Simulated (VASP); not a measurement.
Given:

```yaml
crystal:
  lattice:
    - [4.68912, 0.00000, 0.00000]
    - [0.00000, 4.68912, 0.00000]
    - [0.00000, 0.00000, 3.09610]
  atoms:
    - { symbol: Mg, position: [0.00000, 0.00000, 0.00000] }
    - { symbol: Mg, position: [0.50000, 0.50000, 0.50000] }
    - { symbol: F, position: [0.30259, 0.30259, 0.00000] }
    - { symbol: F, position: [0.80259, 0.19741, 0.50000] }
    - { symbol: F, position: [0.19741, 0.80259, 0.50000] }
    - { symbol: F, position: [0.69741, 0.69741, 0.00000] }
```

The numbers are results of vdW-DF2, VASP's PBE PAW potentials (set 64) (plane waves; VASP), not measurements. Settings: 520 eV cut-off, 5×5×8 Γ-centred mesh, tetrahedra with Blöchl corrections, potentials Mg F.

The cores are frozen, which limits the accuracy of field gradients.

Question: Give the principal components of the electric field gradient (V/Å²) and the asymmetry η at each nucleus.

Answer: 
```tsv
atom	Vxx	Vyy	Vzz	η
Mg1	-3.5	-2.1	5.7	0.25
Mg2	-3.5	-2.1	5.7	0.25
F3	30.9	17.1	-48.0	0.29
F4	30.9	17.1	-48.0	0.29
F5	30.9	17.1	-48.0	0.29
F6	30.9	17.1	-48.0	0.29
```

The compound is MgF2 in the rutile structure. It was relaxed first.
